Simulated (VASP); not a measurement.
Here is the system:

```
Ca
1.0
    0.00000     2.79000     2.79000
    2.79000     0.00000     2.79000
    2.79000     2.79000     0.00000
Ca
1
Direct
  0.00000   0.00000   0.00000
```

Method: LDA (Ceperley-Alder, Perdew-Zunger), VASP's LDA PAW potentials (set 64) (plane waves; VASP). Run with 400 eV cut-off, 10×10×10 Γ-centred mesh, first-order Methfessel-Paxton smearing of 0.10 eV, potentials Ca_sv.

Energy and stress use the plane-wave basis of the starting cell.

**Question.** The ions, cell shape and volume are relaxed. What does this cell relax into?

**Answer.** 
```
Ca
1.0
    0.00000     2.66868     2.66868
    2.66868     0.00000     2.66868
    2.66868     2.66868     0.00000
Ca
1
Cartesian
  0.00000   0.00000   0.00000
```
Space group Fm-3m (225), at a tolerance of 0.03 Å.

**Question.** How do energy and volume change from the first to the last step?

**Answer.** The energy (σ→0) changes by -37.4 meV/atom and the volume by -12.5 %, in 3 ionic steps.

```csv
step,E(σ→0) (eV),max force (eV/Å),pressure (GPa),volume (Å³)
1,-2.1684,0.000,-2.08,43.44
2,-2.2005,0.000,-0.89,39.98
3,-2.2059,0.000,0.01,38.01
```

The compound is Ca in the fcc structure. This run relaxes it. Symmetry was kept, so distortions that lower it aren't found.
